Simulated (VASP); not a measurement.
# YSb: accuracy against cost in the plane-wave cutoff and SCF threshold, part 2 of 3

How sensitive are energy, pressure and forces of YSb to the plane-wave cutoff and SCF threshold? The atoms are off their equilibrium sites, so that forces can be compared too. The series runs use PBEsol. The atoms of the start are displaced at random from the sites of a Fm-3m cell.

VASP 6.6.1; PBEsol; plane waves and PAW (Y_sv, Sb).

Still holding for the runs below: The k-mesh is coarse for a metal.

So far. Step 6 (Plane-wave cutoff: ENCUT = 230): Against the run before the energy moves by -0.27 meV an atom and the pressure by +0.10 GPa, after 13 cycles in 8.8 s.

## Step 7: Plane-wave cutoff: ENCUT = 260

Input file INCAR:

```
SYSTEM = YSb
PREC = Accurate
ENCUT = 260
EDIFF = 1E-06
NELM = 100
ISMEAR = -1
SIGMA = 0.05
LREAL = .FALSE.
ALGO = Normal
GGA = PS
NBANDS = 14
LASPH = .TRUE.
LORBIT = 11
LWAVE = .FALSE.
LCHARG = .FALSE.
KPAR = 2
ISIF = 2
```

Input file POSCAR:

```
YSb
1.0
    0.0000000000      3.0822500000      3.0822500000
    3.0822500000      0.0000000000      3.0822500000
    3.0822500000      3.0822500000      0.0000000000
Y Sb
1 1
Direct
    0.4973480000      0.5029190000      0.5077070000
    0.0024430000     -0.0050250000      0.0198280000
```

Input file KPOINTS:

```
Automatic mesh
0
Gamma
6 6 6
0 0 0
```

PAW data sets: Y_sv and Sb (PBE family, release 64).

Command:

```
$ mpirun -np 2 vasp_std
```

The log of the run:

```text
[... set-up lines as in an earlier step ...]
 entering main loop
       N       E                     dE             d eps       ncg     rms          rms(c)
DAV:   1     0.320578765581E+02    0.32058E+02   -0.49897E+03  3192   0.594E+02
DAV:   2    -0.116775045128E+02   -0.43735E+02   -0.41600E+02  4350   0.154E+02
DAV:   3    -0.145203597770E+02   -0.28429E+01   -0.28174E+01  5104   0.283E+01
DAV:   4    -0.145829414220E+02   -0.62582E-01   -0.62568E-01  3674   0.416E+00
[...]
DAV:  12    -0.137596074956E+02    0.25475E-04   -0.35480E-05  3670   0.384E-02    0.151E-02
DAV:  13    -0.137596064914E+02    0.10042E-05   -0.53762E-06  4278   0.130E-02    0.121E-02
DAV:  14    -0.137596062481E+02    0.24330E-06   -0.17616E-07  1634   0.238E-03
   1 F= -.13759606E+02 E0= -.13757075E+02  d E =-.506244E-02
```

Wall time 9.6 s (2 MPI ranks of Intel Xeon Platinum 8559C (Emerald Rapids), shared host); peak memory 0.31 GiB.

Parts of OUTCAR (step 7):

```text
  Total       -0.5443497     -0.4706489     -0.5469073     -0.0074996      0.0051328      0.0011868
  in kB      -14.8920663    -12.8757959    -14.9620363     -0.2051696      0.1404200      0.0324679
  external PRESSURE =     -14.2432995 kB  Pullay stress =       0.0000000 kB

 POSITION                                       TOTAL-FORCE (eV/Angst)
 -----------------------------------------------------------------------------------
      3.11500      3.09783      3.08307         0.063212      0.260468     -0.043168
      3.12788      0.06864      3.07429        -0.063212     -0.260468      0.043168
 -----------------------------------------------------------------------------------
    total drift:                               -0.000029      0.000116     -0.000010

  FREE ENERGIE OF THE ION-ELECTRON SYSTEM (eV)
  ---------------------------------------------------
  free  energy   TOTEN  =       -13.7596062481 eV

  energy  without entropy=      -13.7545438105  energy(sigma->0) =      -13.75707503

[... 1 part as in an earlier step ...]

[... 2 further parts left out ...]
[key lines of the parts left out:]
E-fermi :   4.9082
```

Against the run before the energy moves by -0.81 meV an atom and the pressure by +0.04 GPa, after 14 cycles in 9.6 s.

## Step 8: Plane-wave cutoff: ENCUT = 320

Edit INCAR of step 7 so:

```diff
@@ -2,3 +2,3 @@
 PREC = Accurate
-ENCUT = 260
+ENCUT = 320
 EDIFF = 1E-06
```

POSCAR is that of step 7.

KPOINTS is that of step 7.

Command:

```
$ mpirun -np 2 vasp_std
```

The log of the run:

```text
[... set-up lines as in an earlier step ...]
 entering main loop
       N       E                     dE             d eps       ncg     rms          rms(c)
DAV:   1     0.371464868631E+02    0.37146E+02   -0.54652E+03  3200   0.685E+02
DAV:   2    -0.112942144677E+02   -0.48441E+02   -0.45963E+02  4260   0.169E+02
DAV:   3    -0.145090251901E+02   -0.32148E+01   -0.31849E+01  5308   0.312E+01
DAV:   4    -0.145807708551E+02   -0.71746E-01   -0.71728E-01  3654   0.452E+00
[...]
DAV:  12    -0.137595046670E+02    0.26765E-04   -0.36496E-05  3678   0.400E-02    0.170E-02
DAV:  13    -0.137595034682E+02    0.11988E-05   -0.63120E-06  4306   0.146E-02    0.128E-02
DAV:  14    -0.137595032638E+02    0.20435E-06   -0.18797E-07  1640   0.268E-03
   1 F= -.13759503E+02 E0= -.13756972E+02  d E =-.506209E-02
```

Wall time 16 s (2 MPI ranks); peak memory 0.38 GiB; 30 s of CPU time.

Parts of OUTCAR (step 8):

```text
  Total       -0.5006759     -0.4271755     -0.5031480     -0.0074774      0.0051043      0.0011893
  in kB      -13.6972587    -11.6864703    -13.7648912     -0.2045622      0.1396408      0.0325363
  external PRESSURE =     -13.0495401 kB  Pullay stress =       0.0000000 kB

 POSITION                                       TOTAL-FORCE (eV/Angst)
 -----------------------------------------------------------------------------------
      3.11500      3.09783      3.08307         0.063115      0.259659     -0.043032
      3.12788      0.06864      3.07429        -0.063115     -0.259659      0.043032
 -----------------------------------------------------------------------------------
    total drift:                               -0.000030      0.000082     -0.000036

  FREE ENERGIE OF THE ION-ELECTRON SYSTEM (eV)
  ---------------------------------------------------
  free  energy   TOTEN  =       -13.7595032638 eV

  energy  without entropy=      -13.7544411782  energy(sigma->0) =      -13.75697222

[... 1 part as in an earlier step ...]

[... 2 further parts left out ...]
[key lines of the parts left out:]
E-fermi :   4.9070
```

Against the run before the energy moves by +0.05 meV an atom and the pressure by +0.12 GPa, after 14 cycles in 16 s.

## Step 9: Plane-wave cutoff: ENCUT = 410

Edit INCAR of step 8 so:

```diff
@@ -2,3 +2,3 @@
 PREC = Accurate
-ENCUT = 320
+ENCUT = 410
 EDIFF = 1E-06
```

POSCAR is that of step 8.

KPOINTS is that of step 8.

Command:

```
$ mpirun -np 2 vasp_std
```

The log of the run:

```text
[... set-up lines as in an earlier step ...]
 entering main loop
       N       E                     dE             d eps       ncg     rms          rms(c)
DAV:   1     0.457900677641E+02    0.45790E+02   -0.61298E+03  3144   0.821E+02
DAV:   2    -0.107663120918E+02   -0.56556E+02   -0.53248E+02  4114   0.193E+02
DAV:   3    -0.144852889931E+02   -0.37190E+01   -0.36790E+01  5380   0.352E+01
DAV:   4    -0.145806314340E+02   -0.95342E-01   -0.95303E-01  3676   0.526E+00
[...]
DAV:  12    -0.137603835273E+02    0.26444E-04   -0.35263E-05  3696   0.400E-02    0.175E-02
DAV:  13    -0.137603822727E+02    0.12546E-05   -0.63425E-06  4266   0.149E-02    0.131E-02
DAV:  14    -0.137603820775E+02    0.19522E-06   -0.19052E-07  1592   0.280E-03
   1 F= -.13760382E+02 E0= -.13757851E+02  d E =-.506147E-02
```

Wall time 21 s (2 MPI ranks); peak memory 0.44 GiB.

OUTCAR, selected parts (step 9):

```text
  Total       -0.4945303     -0.4212000     -0.4969883     -0.0075498      0.0051172      0.0011821
  in kB      -13.5291304    -11.5229960    -13.5963758     -0.2065426      0.1399953      0.0323381
  external PRESSURE =     -12.8828341 kB  Pullay stress =       0.0000000 kB

 POSITION                                       TOTAL-FORCE (eV/Angst)
 -----------------------------------------------------------------------------------
      3.11500      3.09783      3.08307         0.063093      0.259685     -0.043050
      3.12788      0.06864      3.07429        -0.063093     -0.259685      0.043050
 -----------------------------------------------------------------------------------
    total drift:                                0.000025      0.000017      0.000016

  FREE ENERGIE OF THE ION-ELECTRON SYSTEM (eV)
  ---------------------------------------------------
  free  energy   TOTEN  =       -13.7603820775 eV

  energy  without entropy=      -13.7553206045  energy(sigma->0) =      -13.75785134

[... 1 part as in an earlier step ...]

[... 2 further parts left out ...]
[key lines of the parts left out:]
E-fermi :   4.9067
```

Against the run before the energy moves by -0.44 meV an atom and the pressure by +0.02 GPa, after 14 cycles in 21 s.

## Step 10: The plane-wave cutoff series as a table

This step: convergence of PBEsol results with the cutoff; plane waves and PAW (VASP 6.6.1).

Derived from the runs above.

Differences are taken from the run with ENCUT = 410. Results of the series, by row:

```csv
setting,status,energy less the reference (meV/atom),pressure (GPa),largest force difference (meV/Å),SCF cycles,wall time (s)
ENCUT = 120,converged,-110,-23.82,33.41,13,4.8
ENCUT = 150,converged,3.757,-6.74,9.26,13,7.2
ENCUT = 180,converged,-0.9901,-2.146,4.069,13,8.2
ENCUT = 200,converged,1.47,-1.567,1.582,13,9.8
ENCUT = 230,converged,1.199,-1.465,1.143,13,8.8
ENCUT = 260,converged,0.3882,-1.424,0.783,14,9.6
ENCUT = 320,converged,0.4396,-1.305,0.026,14,16.4
ENCUT = 410,converged,0,-1.288,0,14,21
```

## Step 11: SCF threshold: EDIFF = 0.01

This step: PBEsol; plane waves and PAW (Y_sv, Sb) (VASP 6.6.1).

EDIFF stops the electronic loop; forces need it tighter than energies do.

Edit INCAR of step 9 so:

```diff
@@ -2,4 +2,4 @@
 PREC = Accurate
-ENCUT = 410
-EDIFF = 1E-06
+ENCUT = 400
+EDIFF = 0.01
 NELM = 100
```

POSCAR is that of step 9.

KPOINTS is that of step 9.

Command:

```
$ mpirun -np 2 vasp_std
```

The log of the run:

```text
[... set-up lines as in an earlier step ...]
 entering main loop
       N       E                     dE             d eps       ncg     rms          rms(c)
DAV:   1     0.458738299557E+02    0.45874E+02   -0.61713E+03  3144   0.811E+02
DAV:   2    -0.108698730412E+02   -0.56744E+02   -0.53646E+02  4196   0.193E+02
DAV:   3    -0.144961104516E+02   -0.36262E+01   -0.35900E+01  5430   0.352E+01
DAV:   4    -0.145808355600E+02   -0.84725E-01   -0.84703E-01  3658   0.501E+00
DAV:   5    -0.145824450621E+02   -0.16095E-02   -0.16095E-02  3888   0.640E-01    0.254E+01
DAV:   6    -0.138414547266E+02    0.74099E+00   -0.10469E+00  3702   0.580E+00    0.184E+01
DAV:   7    -0.137950246130E+02    0.46430E-01   -0.72484E-01  4254   0.489E+00    0.378E+00
DAV:   8    -0.137648541635E+02    0.30170E-01   -0.23271E-01  3490   0.293E+00    0.536E-01
DAV:   9    -0.137603253352E+02    0.45288E-02   -0.22185E-02  3304   0.100E+00
   1 F= -.13760325E+02 E0= -.13757749E+02  d E =-.515253E-02
```

The job ended after 11 s (2 MPI ranks; peak memory 0.41 GiB).

Parts of OUTCAR (step 11):

```text
   ENCUT  =  400.0 eV  29.40 Ry    5.42 a.u.   7.11  7.11  7.11*2*pi/ulx,y,z

   NELECT =      16.0000    total number of electrons

 E-fermi :   4.9069

 k-point     1 :       0.0000    0.0000    0.0000
  band No.  band energies     occupation
      1     -37.6889      2.00000
      2     -17.6716      2.00000
      3     -17.6703      2.00000
      4     -17.6703      2.00000
      5      -4.7999      2.00000
      6       5.7968      0.00000
      7       5.8035      0.00000
      8       5.8304      0.00000
      9       6.1520      0.00000
     10       6.2197      0.00000
    ...

  Total       -0.4124852     -0.3332517     -0.4154089     -0.0073316      0.0050444      0.0011998
  in kB      -11.2845802     -9.1169470    -11.3645642     -0.2005737      0.1380019      0.0328230
  external PRESSURE =     -10.5886971 kB  Pullay stress =       0.0000000 kB

 POSITION                                       TOTAL-FORCE (eV/Angst)
 -----------------------------------------------------------------------------------
      3.11500      3.09783      3.08307         0.063107      0.259514     -0.043017
      3.12788      0.06864      3.07429        -0.063107     -0.259514      0.043017
 -----------------------------------------------------------------------------------
    total drift:                               -0.000213     -0.000330      0.000029

  FREE ENERGIE OF THE ION-ELECTRON SYSTEM (eV)
  ---------------------------------------------------
  free  energy   TOTEN  =       -13.7603253352 eV

  energy  without entropy=      -13.7551728047  energy(sigma->0) =      -13.75774907

[... 5 parts as in an earlier step ...]

[... 11 further parts left out ...]
```

Numbers from this step:

```
SCF cycles : 9
pressure   : -1.059 GPa
```

The series starts at -6.8789 eV an atom and -1.06 GPa, after 9 cycles in 11 s.

## Step 12: SCF threshold: EDIFF = 0.001

Edit INCAR of step 11 so:

```diff
@@ -3,3 +3,3 @@
 ENCUT = 400
-EDIFF = 0.01
+EDIFF = 0.001
 NELM = 100
```

POSCAR is that of step 11.

KPOINTS is that of step 11.

Command:

```
$ mpirun -np 2 vasp_std
```

The log of the run:

```text
[... set-up lines as in an earlier step ...]
 entering main loop
       N       E                     dE             d eps       ncg     rms          rms(c)
[... 4 cycles as in an earlier step ...]
DAV:   5    -0.145824784410E+02   -0.16429E-02   -0.16428E-02  4442   0.640E-01    0.254E+01
DAV:   6    -0.138416370642E+02    0.74084E+00   -0.10445E+00  3702   0.579E+00    0.184E+01
DAV:   7    -0.137950195879E+02    0.46617E-01   -0.72299E-01  4222   0.489E+00    0.377E+00
DAV:   8    -0.137648807254E+02    0.30139E-01   -0.23403E-01  3484   0.294E+00    0.539E-01
DAV:   9    -0.137602986520E+02    0.45821E-02   -0.21767E-02  3460   0.993E-01    0.268E-01
DAV:  10    -0.137602535587E+02    0.45093E-04   -0.89035E-04  2148   0.247E-01
   1 F= -.13760254E+02 E0= -.13757726E+02  d E =-.505553E-02
```

Wall time 13 s (2 MPI ranks); peak memory 0.41 GiB.

OUTCAR, selected parts (step 12):

```text
  Total       -0.4209685     -0.3463967     -0.4235456     -0.0073950      0.0051176      0.0010515
  in kB      -11.5166627     -9.4765599    -11.5871656     -0.2023090      0.1400040      0.0287676
  external PRESSURE =     -10.8601294 kB  Pullay stress =       0.0000000 kB

 POSITION                                       TOTAL-FORCE (eV/Angst)
 -----------------------------------------------------------------------------------
      3.11500      3.09783      3.08307         0.063124      0.259830     -0.043029
      3.12788      0.06864      3.07429        -0.063124     -0.259830      0.043029
 -----------------------------------------------------------------------------------
    total drift:                                0.000056      0.000450     -0.000116

  FREE ENERGIE OF THE ION-ELECTRON SYSTEM (eV)
  ---------------------------------------------------
  free  energy   TOTEN  =       -13.7602535587 eV

  energy  without entropy=      -13.7551980298  energy(sigma->0) =      -13.75772579

[... 2 parts as in an earlier step ...]

[... 1 further part left out ...]
[key lines of the parts left out:]
E-fermi :   4.9067
```

Against the run before the energy moves by +0.01 meV an atom and the pressure by -0.03 GPa, after 10 cycles in 13 s.

## Step 13: SCF threshold: EDIFF = 1E-04

Edit INCAR of step 12 so:

```diff
@@ -3,3 +3,3 @@
 ENCUT = 400
-EDIFF = 0.001
+EDIFF = 1E-04
 NELM = 100
```

POSCAR is that of step 12.

KPOINTS is that of step 12.

Command:

```
$ mpirun -np 2 vasp_std
```

The log of the run:

```text
[... set-up lines as in an earlier step ...]
 entering main loop
       N       E                     dE             d eps       ncg     rms          rms(c)
[... 9 cycles as in an earlier step ...]
DAV:  10    -0.137602614779E+02    0.37174E-04   -0.96955E-04  3634   0.247E-01
   1 F= -.13760261E+02 E0= -.13757734E+02  d E =-.505553E-02
```

Run time: 13 s. Hardware: 2 MPI ranks; peak memory 0.41 GiB.

OUTCAR, selected parts (step 13):

```text
  Total       -0.4184903     -0.3438388     -0.4209933     -0.0074138      0.0050739      0.0011654
  in kB      -11.4488654     -9.4065830    -11.5173398     -0.2028246      0.1388090      0.0318812
  external PRESSURE =     -10.7909294 kB  Pullay stress =       0.0000000 kB

 POSITION                                       TOTAL-FORCE (eV/Angst)
 -----------------------------------------------------------------------------------
      3.11500      3.09783      3.08307         0.063091      0.259643     -0.043021
      3.12788      0.06864      3.07429        -0.063091     -0.259643      0.043021
 -----------------------------------------------------------------------------------
    total drift:                               -0.000088      0.000035     -0.000006

  FREE ENERGIE OF THE ION-ELECTRON SYSTEM (eV)
  ---------------------------------------------------
  free  energy   TOTEN  =       -13.7602614779 eV

  energy  without entropy=      -13.7552059482  energy(sigma->0) =      -13.75773371

[... 2 parts as in an earlier step ...]

[... 1 further part left out ...]
[key lines of the parts left out:]
E-fermi :   4.9067
```

Against the run before the energy stays within 0.01 meV an atom; the pressure moves by +0.01 GPa, after 10 cycles in 13 s.

## Step 14: SCF threshold: EDIFF = 1E-05

Edit INCAR of step 13 so:

```diff
@@ -3,3 +3,3 @@
 ENCUT = 400
-EDIFF = 1E-04
+EDIFF = 1E-05
 NELM = 100
```

POSCAR is that of step 13.

KPOINTS is that of step 13.

Command:

```
$ mpirun -np 2 vasp_std
```

The log of the run:

```text
[... set-up lines as in an earlier step ...]
 entering main loop
       N       E                     dE             d eps       ncg     rms          rms(c)
[... 9 cycles as in an earlier step ...]
DAV:  10    -0.137602614779E+02    0.37174E-04   -0.96955E-04  3634   0.247E-01    0.249E-01
DAV:  11    -0.137603020756E+02   -0.40598E-04   -0.16399E-04  3786   0.116E-01    0.152E-01
DAV:  12    -0.137602768972E+02    0.25178E-04   -0.34239E-05  3544   0.397E-02    0.148E-02
DAV:  13    -0.137602756469E+02    0.12503E-05   -0.54014E-06  1850   0.150E-02
   1 F= -.13760276E+02 E0= -.13757745E+02  d E =-.506123E-02
```

Run time: 16 s. Hardware: 2 MPI ranks; peak memory 0.42 GiB.

OUTCAR, selected parts (step 14):

```text
  Total       -0.4938781     -0.4205026     -0.4963190     -0.0074813      0.0051059      0.0011945
  in kB      -13.5112890    -11.5039152    -13.5780657     -0.2046701      0.1396842      0.0326783
  external PRESSURE =     -12.8644233 kB  Pullay stress =       0.0000000 kB

 POSITION                                       TOTAL-FORCE (eV/Angst)
 -----------------------------------------------------------------------------------
      3.11500      3.09783      3.08307         0.063104      0.259617     -0.043027
      3.12788      0.06864      3.07429        -0.063104     -0.259617      0.043027
 -----------------------------------------------------------------------------------
    total drift:                               -0.000007      0.000152     -0.000045

  FREE ENERGIE OF THE ION-ELECTRON SYSTEM (eV)
  ---------------------------------------------------
  free  energy   TOTEN  =       -13.7602756469 eV

  energy  without entropy=      -13.7552144172  energy(sigma->0) =      -13.75774503

[... 2 parts as in an earlier step ...]

[... 1 further part left out ...]
[key lines of the parts left out:]
E-fermi :   4.9067
```

Against the run before the energy moves by -0.01 meV an atom and the pressure by -0.21 GPa, after 13 cycles in 16 s.

## Step 15: SCF threshold: EDIFF = 1E-06

Edit INCAR of step 14 so:

```diff
@@ -3,3 +3,3 @@
 ENCUT = 400
-EDIFF = 1E-05
+EDIFF = 1E-06
 NELM = 100
```

POSCAR is that of step 14.

KPOINTS is that of step 14.

Command:

```
$ mpirun -np 2 vasp_std
```

The log of the run:

```text
[... set-up lines as in an earlier step ...]
 entering main loop
       N       E                     dE             d eps       ncg     rms          rms(c)
[... 11 cycles as in an earlier step ...]
DAV:  12    -0.137602769262E+02    0.25149E-04   -0.34529E-05  3672   0.397E-02    0.151E-02
DAV:  13    -0.137602757765E+02    0.11496E-05   -0.62222E-06  4268   0.146E-02    0.128E-02
DAV:  14    -0.137602755793E+02    0.19721E-06   -0.19155E-07  1622   0.279E-03
   1 F= -.13760276E+02 E0= -.13757745E+02  d E =-.506162E-02
```

It took 17 s on 2 MPI ranks; peak memory 0.41 GiB.

(Continued in part 3 of 3.)

[Lines on the potential files, build, host, timing and source positions are cut from VASP's logs without a mark.]

[Logs are printed without paths, hosts, clocks, repeated set-up lines and the standing remarks that a program may print on its own settings, such as how far it seeks lower states.]

[Hosts, paths, dates, database ids (printed as entryN), source tags and the programs' standing remarks are cut or masked in the printed files.]

[A measured line is paired with the nearest computed mode of its activity, which favours agreement.]
